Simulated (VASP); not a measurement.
A VASP calculation is set up with these files.

### POSCAR
```
ZnSe
1
    0.0000000000     2.8486998542     2.8486998542
    2.8486998542     0.0000000000     2.8486998542
    2.8486998542     2.8486998542     0.0000000000
Zn Se
1 1
Direct
  0.0000000000   0.0000000000   0.0000000000
  0.2500000000   0.2500000000   0.2500000000
```

### INCAR
```
SYSTEM = ZnSe
PREC = Accurate
ENCUT = 520
EDIFF = 1E-7
NELM = 100
ALGO = Normal
LREAL = .FALSE.
LASPH = .TRUE.
ISMEAR = 0
SIGMA = 0.05
GGA = PS
LMAXMIX = 4
LWAVE = .FALSE.
LCHARG = .FALSE.
ISIF = 2
```

File KPOINTS:
```
Automatic mesh
0
Gamma
8 8 8
0 0 0
```

POTCAR, in this order: Zn Se (PBE.64 set). Program: vasp_std.

Q: Write an equivalent input for Ansatz.

A: One equivalent input (not run):
Ansatz 0.2 input:
```yaml
crystal:
  lattice:
    - [0.0000000, 2.8486999, 2.8486999]
    - [2.8486999, 0.0000000, 2.8486999]
    - [2.8486999, 2.8486999, 0.0000000]
  atoms:
    - { symbol: Zn, position: [0.0000000, 0.0000000, 0.0000000] }
    - { symbol: Se, position: [0.2500000, 0.2500000, 0.2500000] }
kpoints:
  mp_grid: { grid: [8, 8, 8] }
hamiltonian:
  xc: pbesol
  pseudopotentials: { kind: paw }
scf:
  occupations: { method: gaussian, width: 0.05 }
  max_iter: 100
output: { forces: true, stress: true, eigenvalues: true }
```
Limits of the translation: each code has its own PAW files, so the cut-off isn't converted (ENCUT is set for VASP's; basis.ecutwfc is left out, and Ansatz then takes the one that its files recommend); Ansatz stops its SCF on the density residual and VASP on the energy change (EDIFF).

The compound is ZnSe in the zinc blende structure. This cell is one point of a volume scan, at 1.03 of the reference volume.
